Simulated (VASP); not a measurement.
Calculation: revTPSS meta-GGA, VASP's PBE PAW potentials (set 64) (plane waves; VASP 6.6.1).

The input files of a VASP run:

**INCAR**
```
! general
SYSTEM =Ca
PREC   =Accurate
ENCUT  =520   ! plane-wave cut-off (eV)
LREAL  =F
LASPH  =T   ! aspherical one-centre terms

! electronic loop
EDIFF  =1E-7   ! SCF stop (eV)
NELM   =100   ! most electronic steps
ALGO   =Normal
LMIXTAU=T

! smearing
ISMEAR =1   ! Methfessel-Paxton
SIGMA  =0.1

! functional
METAGGA=RTPSS

! ions
ISIF   =2   ! forces and stress, cell fixed

! output
LWAVE  =F
LCHARG =F
```

POSCAR:
```
Ca
1
    0.0000000000     2.7910950340     2.7910950340
    2.7910950340     0.0000000000     2.7910950340
    2.7910950340     2.7910950340     0.0000000000
Ca
1
Direct
  0.0000000000   0.0000000000   0.0000000000
```

### KPOINTS
```
Regular mesh
0
Gamma
 11 11 11
0 0 0
```

POTCAR, in this order: Ca_sv (PBE.64 set). Program: vasp_std.

What VASP printed:

### OSZICAR
```
       N       E                     dE             d eps       ncg     rms          rms(c)
DAV:   1     0.443658780539E+02    0.44366E+02   -0.52992E+03  1514   0.116E+03
DAV:   2    -0.173335008656E+02   -0.61699E+02   -0.61453E+02  1069   0.232E+02
DAV:   3    -0.201388716418E+02   -0.28054E+01   -0.27400E+01  1984   0.799E+01
DAV:   4    -0.202649377565E+02   -0.12607E+00   -0.12528E+00  1512   0.811E+00
DAV:   5    -0.203165615715E+02   -0.51624E-01   -0.51195E-01  1720   0.319E+00    0.975E+00
DAV:   6    -0.718167089649E+00    0.19598E+02   -0.21457E+01  1484   0.265E+01    0.576E+00
DAV:   7    -0.271655237266E+01   -0.19984E+01   -0.42214E+00  1642   0.233E+01    0.515E+00
DAV:   8    -0.241428202068E+01    0.30227E+00   -0.22787E-01  1086   0.725E+00    0.497E+00
DAV:   9    -0.237681644001E+01    0.37466E-01   -0.12334E-01  1098   0.540E+00    0.506E+00
DAV:  10    -0.241522853192E+01   -0.38412E-01   -0.51692E-02  1075   0.321E+00    0.515E+00
DAV:  11    -0.226538448371E+01    0.14984E+00   -0.47774E-01  1022   0.109E+01    0.700E-01
DAV:  12    -0.232794206886E+01   -0.62558E-01   -0.34355E-01  1405   0.606E+00    0.801E-01
DAV:  13    -0.233850158236E+01   -0.10560E-01   -0.12789E-02  1205   0.144E+00    0.867E-01
DAV:  14    -0.229236365258E+01    0.46138E-01   -0.17934E+04  1010   0.395E+05    0.481E-01
DAV:  15    -0.233009674587E+01   -0.37733E-01   -0.38384E-01  1010   0.814E+00    0.567E-01
DAV:  16    -0.232542742141E+01    0.46693E-02   -0.29179E-02  1106   0.252E+00    0.417E-01
DAV:  17    -0.234466923320E+01   -0.19242E-01   -0.26970E-02  1015   0.220E+00    0.192E-01
DAV:  18    -0.234485607652E+01   -0.18684E-03   -0.21202E-04  1885   0.117E-01    0.197E-01
DAV:  19    -0.234472680299E+01    0.12927E-03   -0.14980E-03  1076   0.661E-01    0.287E-02
DAV:  20    -0.234533641603E+01   -0.60961E-03   -0.41027E-04  1062   0.246E-01    0.492E-02
DAV:  21    -0.234525974168E+01    0.76674E-04   -0.20818E-04  1305   0.143E-01    0.163E-02
DAV:  22    -0.234541387452E+01   -0.15413E-03   -0.65945E-05  1336   0.869E-02    0.134E-02
DAV:  23    -0.234539225431E+01    0.21620E-04   -0.28533E-05  1522   0.521E-02    0.907E-03
DAV:  24    -0.234542492654E+01   -0.32672E-04   -0.20345E-05  1058   0.557E-02    0.815E-03
DAV:  25    -0.234542212128E+01    0.28053E-05   -0.42061E-06  1150   0.260E-02    0.565E-03
DAV:  26    -0.234543025259E+01   -0.81313E-05   -0.84755E-07  1091   0.128E-02    0.497E-03
DAV:  27    -0.234543098773E+01   -0.73514E-06   -0.92653E-07  1160   0.135E-02    0.401E-03
DAV:  28    -0.234543765775E+01   -0.66700E-05   -0.15177E-06  1052   0.169E-02    0.262E-03
DAV:  29    -0.234544106180E+01   -0.34041E-05   -0.14204E-06  1050   0.129E-02    0.302E-03
DAV:  30    -0.234544174170E+01   -0.67990E-06   -0.64794E-07  1215   0.845E-03    0.588E-04
DAV:  31    -0.234544317909E+01   -0.14374E-05   -0.30137E-07  1056   0.685E-03    0.905E-04
DAV:  32    -0.234544281868E+01    0.36042E-06   -0.53530E-08   645   0.309E-03    0.552E-04
DAV:  33    -0.234544296782E+01   -0.14914E-06   -0.16792E-08   596   0.153E-03    0.616E-04
DAV:  34    -0.234544274475E+01    0.22306E-06   -0.19707E-08   561   0.203E-03    0.227E-04
DAV:  35    -0.234544268897E+01    0.55790E-07   -0.47236E-09   560   0.965E-04
   1 F= -.23454427E+01 E0= -.23450089E+01  d E =-.130126E-02
```

**OUTCAR**
```
------------------------ aborting loop because EDIFF is reached ----------------------------------------
  FORCE on cell =-STRESS in cart. coord.  units (eV):
  Direction    XX          YY          ZZ          XY          YZ          ZX
  --------------------------------------------------------------------------------------
  Total       -0.1389668     -0.1389668     -0.1389668      0.0000000      0.0000000     -0.0000000
  in kB       -5.1199744     -5.1199744     -5.1199744      0.0000000      0.0000000     -0.0000000
  external PRESSURE =      -5.1199744 kB  Pullay stress =       0.0000000 kB
  volume of cell :       43.49
      direct lattice vectors                 reciprocal lattice vectors
     0.000000000  2.791095034  2.791095034    -0.179141159  0.179141159  0.179141159
     2.791095034  0.000000000  2.791095034     0.179141159 -0.179141159  0.179141159
     2.791095034  2.791095034  0.000000000     0.179141159  0.179141159 -0.179141159
 POSITION                                       TOTAL-FORCE (eV/Angst)
 -----------------------------------------------------------------------------------
      0.00000      0.00000      0.00000         0.000000      0.000000     -0.000000
 -----------------------------------------------------------------------------------
    total drift:                               -0.000000     -0.000000     -0.000000
  FREE ENERGIE OF THE ION-ELECTRON SYSTEM (eV)
  ---------------------------------------------------
  free  energy   TOTEN  =        -2.3454426890 eV

  energy  without entropy=       -2.3441414309  energy(sigma->0) =       -2.34500894
```
(Selected blocks of OUTCAR.)

The compound is Ca in the fcc structure. This cell is one point of a volume scan, at 1.03 of the reference volume.
